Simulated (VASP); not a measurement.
# Tb: a series over U, part 2 of 3

Aim: follow the moments and the gap of Tb as U grows. The start is a cell from a database of measured crystal structures.

VASP 6.6.1, plane waves and PAW; the level of theory is named at each step.

Still holding for the runs below: The magnetic state follows from one typed start and may not be the lowest. The k-mesh is coarse for a metal.

So far, largest spin moment in the PAW sphere (μB): step 2 (series over U, start order fm, U 0) 5.75; step 3 (series over U, start order AFM, U 0) 5.75.

## 4. Series over U, start order fm, U 1

This step: PBE, DFT+U (Tb f 1 eV), spin-polarised from a ferromagnetic start; plane waves and PAW (Tb) (VASP 6.6.1).

File INCAR:

```
SYSTEM = Tb
PREC = Accurate
ENCUT = 410
EDIFF = 1E-06
NELM = 150
ISMEAR = 1
SIGMA = 0.1
LREAL = .FALSE.
ALGO = Normal
GGA = PE
NBANDS = 30
ISPIN = 2
MAGMOM = 6 6
LDAU = .TRUE.
LDAUTYPE = 2
LDAUL = 3
LDAUU = 1
LDAUJ = 0
LDAUPRINT = 1
LASPH = .TRUE.
LMAXMIX = 6
AMIX = 0.2
BMIX = 1E-04
AMIX_MAG = 0.8
BMIX_MAG = 1E-04
LORBIT = 11
LWAVE = .FALSE.
LCHARG = .FALSE.
NEDOS = 1200
```

File POSCAR:

```
Tb
1.0
    3.6010000000      0.0000000000      0.0000000000
   -1.8005000000      3.1185574790      0.0000000000
    0.0000000000      0.0000000000      5.6936000000
Tb
2
Direct
    0.6666666667      0.3333333333      0.7500000000
    0.3333333333      0.6666666667      0.2500000000
```

File KPOINTS:

```
Automatic mesh
0
Gamma
6 6 3
0 0 0
```

The projector-augmented-wave data sets are Tb (PBE family, release 64).

Started as:

```
$ mpirun -np 1 vasp_std
```

The program printed:

```text
[... set-up lines as in an earlier step ...]
 entering main loop
       N       E                     dE             d eps       ncg     rms          rms(c)
DAV:   1     0.244009097502E+03    0.24401E+03   -0.11587E+04  2280   0.477E+03
DAV:   2     0.336373672331E+02   -0.21037E+03   -0.19072E+03  2188   0.385E+02
DAV:   3    -0.833430601181E+01   -0.41972E+02   -0.39617E+02  2602   0.146E+02
DAV:   4    -0.145759939534E+02   -0.62417E+01   -0.61680E+01  3304   0.492E+01
[...]
DAV:  36    -0.184805162017E+02   -0.54293E-05   -0.13808E-06  1320   0.244E-02    0.143E-02
DAV:  37    -0.184805179869E+02   -0.17852E-05   -0.17895E-06  1300   0.135E-02    0.193E-02
DAV:  38    -0.184805173583E+02    0.62856E-06   -0.53734E-07  1208   0.142E-02
   1 F= -.18480517E+02 E0= -.18480243E+02  d E =-.822589E-03  mag=    12.1519
```

The job ended after 1.8 min (1 MPI rank of Intel Xeon Platinum 8124M at 3.00GHz (Skylake/Cascade Lake), shared host; peak memory 0.19 GiB).

OUTCAR, selected parts (step 4):

```text
  Total       -0.0238580     -0.0238580      0.2006830      0.0000000     -0.0000000      0.0000000
  in kB       -0.5978350     -0.5978350      5.0287187      0.0000000     -0.0000000      0.0000000
  external PRESSURE =       1.2776829 kB  Pullay stress =       0.0000000 kB

  FREE ENERGIE OF THE ION-ELECTRON SYSTEM (eV)
  ---------------------------------------------------
  free  energy   TOTEN  =       -18.4805173583 eV

  energy  without entropy=      -18.4796947695  energy(sigma->0) =      -18.48024316

 magnetization (x)
# of ion       s       p       d       f       tot
--------------------------------------------------
    1        0.002  -0.041   0.114   5.686   5.760
    2        0.002  -0.041   0.114   5.686   5.760
--------------------------------------------------
tot          0.004  -0.081   0.227  11.371  11.521

[... 3 parts as in an earlier step ...]

[... 1 further part left out ...]
[key lines of the parts left out:]
E-fermi :   2.9006
```

DFT+U on an f shell has many metastable occupations, and no search among them was made.

Spin moment in the PAW sphere by atom:

```
atom  spin moment in the PAW sphere (μB)
 Tb1                                5.76
 Tb2                                5.76
```

Energy at zero smearing: -18.48024 eV.

## 5. Series over U, start order AFM, U 1

This step: PBE, DFT+U (Tb f 1 eV), spin-polarised from an antiferromagnetic start; plane waves and PAW (Tb) (VASP 6.6.1).

INCAR: that of step 4 with these lines changed.

```diff
@@ -12,3 +12,3 @@
 ISPIN = 2
-MAGMOM = 6 6
+MAGMOM = 6 -6
 LDAU = .TRUE.
```

POSCAR is that of step 4.

KPOINTS is that of step 4.

Started as:

```
$ mpirun -np 1 vasp_std
```

The program printed:

```text
[... set-up lines as in an earlier step ...]
 entering main loop
       N       E                     dE             d eps       ncg     rms          rms(c)
DAV:   1     0.237699308166E+03    0.23770E+03   -0.11505E+04  2324   0.467E+03
DAV:   2     0.327966430746E+02   -0.20490E+03   -0.19088E+03  2056   0.401E+02
DAV:   3    -0.713575015076E+01   -0.39932E+02   -0.37713E+02  2390   0.144E+02
DAV:   4    -0.149873667986E+02   -0.78516E+01   -0.77829E+01  3312   0.561E+01
[...]
DAV:  31    -0.184824883302E+02   -0.77410E-04   -0.15723E-04  2832   0.142E-01    0.793E-02
DAV:  32    -0.184824936985E+02   -0.53683E-05   -0.26275E-05  3304   0.587E-02    0.702E-02
DAV:  33    -0.184824929955E+02    0.70301E-06   -0.18370E-06  1728   0.235E-02
   1 F= -.18482493E+02 E0= -.18480755E+02  d E =-.521537E-02  mag=     0.0000
```

Elapsed: 99 s, on 1 MPI rank; peak memory 0.19 GiB.

From OUTCAR (step 5):

```text
  Total       -0.1578056     -0.1578056      0.1965221     -0.0000000      0.0000000      0.0000000
  in kB       -3.9542966     -3.9542966      4.9244551     -0.0000000      0.0000000      0.0000000
  external PRESSURE =      -0.9947127 kB  Pullay stress =       0.0000000 kB

 POSITION                                       TOTAL-FORCE (eV/Angst)
 -----------------------------------------------------------------------------------
      1.80050      1.03952      4.27020         0.000000      0.000000      0.000000
     -0.00000      2.07904      1.42340        -0.000000     -0.000000      0.000000
 -----------------------------------------------------------------------------------
    total drift:                               -0.000000      0.000000     -0.000000

  FREE ENERGIE OF THE ION-ELECTRON SYSTEM (eV)
  ---------------------------------------------------
  free  energy   TOTEN  =       -18.4824929955 eV

  energy  without entropy=      -18.4772776241  energy(sigma->0) =      -18.48075454

 magnetization (x)
# of ion       s       p       d       f       tot
--------------------------------------------------
    1        0.006  -0.050   0.102   5.677   5.734
    2       -0.006   0.050  -0.102  -5.677  -5.734
--------------------------------------------------
tot          0.000   0.000   0.000   0.000   0.000

[... 2 parts as in an earlier step ...]

[... 1 further part left out ...]
[key lines of the parts left out:]
E-fermi :   2.8840
```

Spin moment in the PAW sphere by atom:

```
atom  spin moment in the PAW sphere (μB)
 Tb1                                5.73
 Tb2                               -5.73
```

The density of states holds every band computed, so its fall toward the upper end of the range is no gap.

Energy at zero smearing: -18.48075 eV.

## 6. Series over U, start order fm, U 4

This step: PBE, DFT+U (Tb f 4 eV), spin-polarised from a ferromagnetic start; plane waves and PAW (Tb) (VASP 6.6.1).

INCAR: that of step 5 with these lines changed.

```diff
@@ -12,8 +12,8 @@
 ISPIN = 2
-MAGMOM = 6 -6
+MAGMOM = 6 6
 LDAU = .TRUE.
-LDAUTYPE = 2
+LDAUTYPE = 1
 LDAUL = 3
-LDAUU = 1
-LDAUJ = 0
+LDAUU = 4
+LDAUJ = 0.9
 LDAUPRINT = 1
```

POSCAR is that of step 5.

KPOINTS is that of step 5.

Started as:

```
$ mpirun -np 1 vasp_std
```

The program printed:

```text
[... set-up lines as in an earlier step ...]
 entering main loop
       N       E                     dE             d eps       ncg     rms          rms(c)
DAV:   1     0.249373350878E+03    0.24937E+03   -0.11609E+04  2280   0.480E+03
DAV:   2     0.376735155556E+02   -0.21170E+03   -0.19105E+03  2194   0.396E+02
DAV:   3    -0.459775245445E+01   -0.42271E+02   -0.39889E+02  2532   0.146E+02
DAV:   4    -0.113783726683E+02   -0.67806E+01   -0.66863E+01  3334   0.497E+01
[...]
DAV:  48    -0.179533805033E+02    0.34947E-03   -0.15868E-04  3176   0.164E-01    0.714E+00
DAV:  49    -0.179534508990E+02   -0.70396E-04   -0.59166E-05  3204   0.712E-02    0.720E+00
DAV:  50    -0.179534505307E+02    0.36833E-06   -0.71735E-06  2172   0.268E-02
   1 F= -.17953451E+02 E0= -.17950487E+02  d E =-.889123E-02  mag=    12.8496
```

The job ended after 2.5 min (1 MPI rank; peak memory 0.19 GiB).

Parts of OUTCAR (step 6):

```text
  Total       -1.7913321     -1.7913321      0.1456002      0.0000000      0.0000000      0.0000000
  in kB      -44.8872350    -44.8872350      3.6484534      0.0000000      0.0000000      0.0000000
  external PRESSURE =     -28.7086722 kB  Pullay stress =       0.0000000 kB

  FREE ENERGIE OF THE ION-ELECTRON SYSTEM (eV)
  ---------------------------------------------------
  free  energy   TOTEN  =       -17.9534505307 eV

  energy  without entropy=      -17.9445592962  energy(sigma->0) =      -17.95048679

 magnetization (x)
# of ion       s       p       d       f       tot
--------------------------------------------------
    1        0.003  -0.024   0.197   5.800   5.976
    2        0.003  -0.024   0.197   5.800   5.976
--------------------------------------------------
tot          0.007  -0.049   0.395  11.600  11.952

[... 3 parts as in an earlier step ...]

[... 1 further part left out ...]
[key lines of the parts left out:]
E-fermi :   2.9420
```

EDIFF was met while the residual of the charge density, rms(c), still stood at 0.7, so the density had not settled and the numbers of this run are doubtful.

Energy at zero smearing: -17.95049 eV.

## 7. Series over U, start order AFM, U 4

This step: PBE, DFT+U (Tb f 4 eV), spin-polarised from an antiferromagnetic start; plane waves and PAW (Tb) (VASP 6.6.1).

INCAR: that of step 6 with these lines changed.

```diff
@@ -12,3 +12,3 @@
 ISPIN = 2
-MAGMOM = 6 6
+MAGMOM = 6 -6
 LDAU = .TRUE.
```

POSCAR is that of step 6.

KPOINTS is that of step 6.

Started as:

```
$ mpirun -np 1 vasp_std
```

The program printed:

```text
[... set-up lines as in an earlier step ...]
 entering main loop
       N       E                     dE             d eps       ncg     rms          rms(c)
DAV:   1     0.244524957147E+03    0.24452E+03   -0.11508E+04  2318   0.470E+03
DAV:   2     0.376454145706E+02   -0.20688E+03   -0.19230E+03  2054   0.413E+02
DAV:   3    -0.339297755103E+01   -0.41038E+02   -0.38508E+02  2382   0.146E+02
DAV:   4    -0.116896025671E+02   -0.82966E+01   -0.82301E+01  3348   0.571E+01
[...]
DAV:  48    -0.179326900497E+02   -0.95549E-05   -0.32769E-05  3216   0.442E-02    0.351E-01
DAV:  49    -0.179326939761E+02   -0.39264E-05   -0.23906E-06  1796   0.978E-03    0.337E-01
DAV:  50    -0.179326934891E+02    0.48699E-06   -0.50750E-07  1294   0.126E-02
   1 F= -.17932693E+02 E0= -.17932075E+02  d E =-.185544E-02  mag=     0.0000
```

Run time: 2.4 min. Hardware: 1 MPI rank; peak memory 0.2 GiB.

OUTCAR, selected parts (step 7):

```text
  Total       -0.0058462     -0.0058462      0.2747151      0.0000000      0.0000000      0.0000000
  in kB       -0.1464953     -0.1464953      6.8838170      0.0000000      0.0000000      0.0000000
  external PRESSURE =       2.1969421 kB  Pullay stress =       0.0000000 kB

  FREE ENERGIE OF THE ION-ELECTRON SYSTEM (eV)
  ---------------------------------------------------
  free  energy   TOTEN  =       -17.9326934891 eV

  energy  without entropy=      -17.9308380487  energy(sigma->0) =      -17.93207501

 magnetization (x)
# of ion       s       p       d       f       tot
--------------------------------------------------
    1        0.006  -0.053   0.106   5.757   5.817
    2       -0.006   0.053  -0.106  -5.757  -5.817
--------------------------------------------------
tot          0.000   0.000   0.000   0.000   0.000

[... 3 parts as in an earlier step ...]

[... 1 further part left out ...]
[key lines of the parts left out:]
E-fermi :   2.8990
```

Spin moment in the PAW sphere by atom:

```
atom  spin moment in the PAW sphere (μB)
 Tb1                                5.82
 Tb2                               -5.82
```

Energy at zero smearing: -17.93208 eV.

The run ends at a pressure of 0.22 GPa.

## 8. Series over U, start order fm, U 5

This step: PBE, DFT+U (Tb f 5 eV), spin-polarised from a ferromagnetic start; plane waves and PAW (Tb) (VASP 6.6.1).

INCAR: that of step 7 with these lines changed.

```diff
@@ -12,8 +12,8 @@
 ISPIN = 2
-MAGMOM = 6 -6
+MAGMOM = 6 6
 LDAU = .TRUE.
-LDAUTYPE = 1
+LDAUTYPE = 2
 LDAUL = 3
-LDAUU = 4
-LDAUJ = 0.9
+LDAUU = 5
+LDAUJ = 0
 LDAUPRINT = 1
```

POSCAR is that of step 7.

KPOINTS is that of step 7.

Started as:

```
$ mpirun -np 1 vasp_std
```

The program printed:

```text
[... set-up lines as in an earlier step ...]
 entering main loop
       N       E                     dE             d eps       ncg     rms          rms(c)
DAV:   1     0.254973376150E+03    0.25497E+03   -0.11616E+04  2280   0.483E+03
DAV:   2     0.418387958824E+02   -0.21313E+03   -0.19178E+03  2170   0.407E+02
DAV:   3    -0.870379638701E+00   -0.42709E+02   -0.40168E+02  2486   0.145E+02
DAV:   4    -0.834041546481E+01   -0.74700E+01   -0.74017E+01  3328   0.532E+01
[...]
DAV:  45    -0.157231264611E+02    0.60811E-05   -0.51683E-05  2664   0.925E-02    0.291E-01
DAV:  46    -0.157231240823E+02    0.23788E-05   -0.72685E-06  2514   0.251E-02    0.142E-01
DAV:  47    -0.157231239881E+02    0.94179E-07   -0.22893E-06  1770   0.300E-02
   1 F= -.15723124E+02 E0= -.15717690E+02  d E =-.163016E-01  mag=    12.4912
```

Run time: 2.4 min. Hardware: 1 MPI rank; peak memory 0.2 GiB.

Parts of OUTCAR (step 8):

```text
  Total        0.7804083      0.7804083      0.7494528      0.0000000      0.0000000      0.0000000
  in kB       19.5554872     19.5554872     18.7798038      0.0000000      0.0000000      0.0000000
  external PRESSURE =      19.2969261 kB  Pullay stress =       0.0000000 kB

 POSITION                                       TOTAL-FORCE (eV/Angst)
 -----------------------------------------------------------------------------------
      1.80050      1.03952      4.27020        -0.000000      0.000000      0.000000
     -0.00000      2.07904      1.42340         0.000000     -0.000000      0.000000
 -----------------------------------------------------------------------------------
    total drift:                               -0.000000      0.000000     -0.000000

  FREE ENERGIE OF THE ION-ELECTRON SYSTEM (eV)
  ---------------------------------------------------
  free  energy   TOTEN  =       -15.7231239881 eV

  energy  without entropy=      -15.7068224331  energy(sigma->0) =      -15.71769014

 magnetization (x)
# of ion       s       p       d       f       tot
--------------------------------------------------
    1        0.003  -0.032   0.155   5.683   5.808
    2        0.003  -0.032   0.155   5.683   5.808
--------------------------------------------------
tot          0.005  -0.063   0.310  11.365  11.617

[... 2 parts as in an earlier step ...]

[... 1 further part left out ...]
[key lines of the parts left out:]
E-fermi :   2.9641
```

Spin moment in the PAW sphere by atom:

```
atom  spin moment in the PAW sphere (μB)
 Tb1                                5.81
 Tb2                                5.81
```

Energy at zero smearing: -15.71769 eV.

The run ends at a pressure of 1.93 GPa.

## 9. Series over U, start order AFM, U 5

This step: PBE, DFT+U (Tb f 5 eV), spin-polarised from an antiferromagnetic start; plane waves and PAW (Tb) (VASP 6.6.1).

INCAR: that of step 8 with these lines changed.

```diff
@@ -12,3 +12,3 @@
 ISPIN = 2
-MAGMOM = 6 6
+MAGMOM = 6 -6
 LDAU = .TRUE.
```

POSCAR is that of step 8.

KPOINTS is that of step 8.

Started as:

```
$ mpirun -np 1 vasp_std
```

The program printed:

```text
[... set-up lines as in an earlier step ...]
 entering main loop
       N       E                     dE             d eps       ncg     rms          rms(c)
DAV:   1     0.250453104597E+03    0.25045E+03   -0.11517E+04  2310   0.472E+03
DAV:   2     0.427622170918E+02   -0.20769E+03   -0.19308E+03  2056   0.425E+02
DAV:   3    -0.448382871871E+00   -0.43211E+02   -0.40729E+02  2444   0.151E+02
DAV:   4    -0.866393149713E+01   -0.82155E+01   -0.81426E+01  3334   0.567E+01
[...]
DAV:  56    -0.176037933878E+02    0.48849E-06   -0.10456E-04  2164   0.179E-01    0.571E-01
DAV:  57    -0.176037953805E+02   -0.19927E-05   -0.44687E-06  2480   0.179E-02    0.587E-01
DAV:  58    -0.176037957207E+02   -0.34019E-06   -0.39781E-07  1200   0.902E-03
   1 F= -.17603796E+02 E0= -.17604023E+02  d E =0.683129E-03  mag=    -0.0000
```

Wall time 2.9 min (1 MPI rank); peak memory 0.2 GiB.

From OUTCAR (step 9):

```text
  Total       -0.1245417     -0.1245417     -0.0635204     -0.0000000      0.0000000     -0.0000000
  in kB       -3.1207689     -3.1207689     -1.5916959     -0.0000000      0.0000000     -0.0000000
  external PRESSURE =      -2.6110779 kB  Pullay stress =       0.0000000 kB

  FREE ENERGIE OF THE ION-ELECTRON SYSTEM (eV)
  ---------------------------------------------------
  free  energy   TOTEN  =       -17.6037957207 eV

  energy  without entropy=      -17.6044788498  energy(sigma->0) =      -17.60402343

 magnetization (x)
# of ion       s       p       d       f       tot
--------------------------------------------------
    1        0.008  -0.046   0.179   5.937   6.078
    2       -0.008   0.046  -0.179  -5.937  -6.078
--------------------------------------------------
tot          0.000   0.000   0.000   0.000   0.000

[... 3 parts as in an earlier step ...]

[... 1 further part left out ...]
[key lines of the parts left out:]
E-fermi :   2.9615
```

Spin moment in the PAW sphere by atom:

```
atom  spin moment in the PAW sphere (μB)
 Tb1                                6.08
 Tb2                               -6.08
```

EDIFF was met while the residual of the charge density, rms(c), still stood at 0.06, so the density had not settled and the numbers of this run are doubtful.

Energy at zero smearing: -17.60402 eV.

## 10. Series over U, start order fm, U 8

This step: PBE, DFT+U (Tb f 8 eV), spin-polarised from a ferromagnetic start; plane waves and PAW (Tb) (VASP 6.6.1).

INCAR: that of step 9 with these lines changed.

```diff
@@ -12,3 +12,3 @@
 ISPIN = 2
-MAGMOM = 6 -6
+MAGMOM = 6 6
 LDAU = .TRUE.
@@ -16,3 +16,3 @@
 LDAUL = 3
-LDAUU = 5
+LDAUU = 8
 LDAUJ = 0
```

POSCAR is that of step 9.

KPOINTS is that of step 9.

Started as:

```
$ mpirun -np 1 vasp_std
```

The program printed:

```text
[... set-up lines as in an earlier step ...]
 entering main loop
       N       E                     dE             d eps       ncg     rms          rms(c)
DAV:   1     0.267361258791E+03    0.26736E+03   -0.11545E+04  2278   0.488E+03
DAV:   2     0.505670185877E+02   -0.21679E+03   -0.19380E+03  2106   0.430E+02
DAV:   3     0.497604680168E+01   -0.45591E+02   -0.42480E+02  2386   0.152E+02
DAV:   4    -0.350406979231E+01   -0.84801E+01   -0.83891E+01  3310   0.579E+01
[...]
DAV: 102    -0.138758690819E+02    0.71048E-05   -0.51981E-05  2672   0.988E-02    0.588E-02
DAV: 103    -0.138758725518E+02   -0.34699E-05   -0.60231E-06  2064   0.252E-02    0.494E-02
DAV: 104    -0.138758732216E+02   -0.66978E-06   -0.52825E-06  2064   0.133E-02
   1 F= -.13875873E+02 E0= -.13867360E+02  d E =-.255394E-01  mag=    12.4985
```

The job ended after 5.3 min (1 MPI rank; peak memory 0.2 GiB).

[end of part 2 of 3]

[Lines on the potential files, build, host, timing and source positions are cut from VASP's logs without a mark.]

[Logs are printed without paths, hosts, clocks, repeated set-up lines and the standing remarks that a program may print on its own settings, such as how far it seeks lower states.]

[Hosts, paths, dates, database ids (printed as entryN), source tags and the programs' standing remarks are cut or masked in the printed files.]

[In band tables of VASP the shares of atoms and orbitals are scaled to a sum of 1 inside the atoms' spheres.]

[Runs that stopped without an error message from VASP are left out.]
